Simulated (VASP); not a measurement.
Wanted: the native input for a VASP 6.6.1 run.

```yaml
Task: single point
Functional: PBE
Potentials_or_basis: VASP PAW PBE potentials, release 64 (Li_sv, Cu, Sn_d)
Cutoff: 520 eV
k_mesh: 12 × 12 × 8
Occupations: gaussian, width 0.1 eV
Spin: no spin polarisation
Dipole_correction: no
Further_INCAR_settings: ALGO = Fast; EDIFF = 1e-07; NBANDS = 29
```

The structure of LiCuSn2 lies in POSCAR:

```
LiCuSn2
1.0
    4.2457493766      0.0000000000      0.0000000000
   -2.1228746883      3.6769268182      0.0000000000
    0.0000000000      0.0000000000      5.4887119635
Li Cu Sn
1 1 2
Direct
    0.0000000000      0.0000000000      0.5000000000
    0.0000000000      0.0000000000      0.0000000000
    0.3333333333      0.6666666667      0.1984195012
    0.6666666667      0.3333333333      0.8015804988
```

The cell comes from a database or a generator and needn't be the stable form of this composition.

The input as run:

INCAR

```
PREC = Accurate ; ENCUT = 520
EDIFF = 1E-7 ; ISMEAR = 0
SIGMA = 0.1 ; LREAL = F
LASPH = T ; NELM = 100
ALGO = Fast ; ISIF = 2
LWAVE = F ; LCHARG = T
GGA = PE ; LELF = T
LVHAR = T ; NBANDS = 29
```

KPOINTS

```
Automatic mesh
0
Gamma
  12 12 8
```

Potentials or basis: VASP PAW PBE potentials, release 64 (Li_sv, Cu, Sn_d).

Run with:

```bash
$ cat potpaw_PBE.64/Li_sv/POTCAR potpaw_PBE.64/Cu/POTCAR potpaw_PBE.64/Sn_d/POTCAR > POTCAR
$ mpirun -np 1 vasp_std > vasp.out
```

Results of the run:

- Largest force: 0.008 eV/Å
- Band gap on the k mesh: none (metal or under the smearing width)

Wall time 13 min on 1 thread of Intel(R) Xeon(R) Platinum 8488C (Sapphire Rapids), with other jobs on the host, peak memory 0.42 GiB.
